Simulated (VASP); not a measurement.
Method: PBE GGA with D3 dispersion (Becke-Johnson damping), VASP's PBE PAW potentials (set 64) (plane waves; VASP 6.6.1).

VASP input:

POSCAR:
```
BN
1
    1.2534759568    -2.1710844336     0.0000000000
    1.2534759568     2.1710844336     0.0000000000
    0.0000000000     0.0000000000     6.6584106744
B N
2 2
Direct
  0.3333330000   0.6666670000   0.2500000000
  0.6666670000   0.3333330000   0.7500000000
  0.6666670000   0.3333330000   0.2500000000
  0.3333330000   0.6666670000   0.7500000000
```

INCAR:
```
SYSTEM  =  BN
PREC  =  Accurate; ENCUT  =  520; LREAL  =  F
LASPH  =  T
EDIFF  =  1E-7; NELM  =  100; ALGO  =  Normal
ISMEAR  =  0; SIGMA  =  0.05
GGA  =  PE; IVDW  =  12
IBRION  =  2; NSW  =  30; ISIF  =  4
EDIFFG  =  -0.01
LWAVE  =  F; LCHARG  =  F
```

File KPOINTS:
```
Automatic mesh
0
Gamma
10 10 4
0 0 0
```

POTCAR, in this order: B N (PBE.64 set). Program: vasp_std.

Q: Estimate the energy per atom (σ→0), dispersion energy.

A: 
- energy per atom (σ→0): -8.929 eV/atom
- dispersion energy: -0.561 eV

OSZICAR:
```
...
   1 F= -.35717582E+02 E0= -.35717582E+02  d E =-.357176E+02
       N       E                     dE             d eps       ncg     rms          rms(c)
DAV:   1    -0.351562013637E+02   -0.12241E-05   -0.23411E-03  1044   0.436E-01    0.308E-02
DAV:   2    -0.351561670607E+02    0.34303E-04   -0.37707E-05  1232   0.541E-02    0.173E-02
DAV:   3    -0.351561516925E+02    0.15368E-04   -0.29372E-05  1240   0.412E-02    0.395E-03
DAV:   4    -0.351561514942E+02    0.19833E-06   -0.12770E-06  1220   0.108E-02    0.119E-03
DAV:   5    -0.351561514846E+02    0.95779E-08   -0.39076E-07  1152   0.529E-03
   2 F= -.35717598E+02 E0= -.35717598E+02  d E =-.157811E-04
```

The compound is BN in the hex structure. This run relaxes it. Symmetry was kept, so distortions that lower it aren't found.
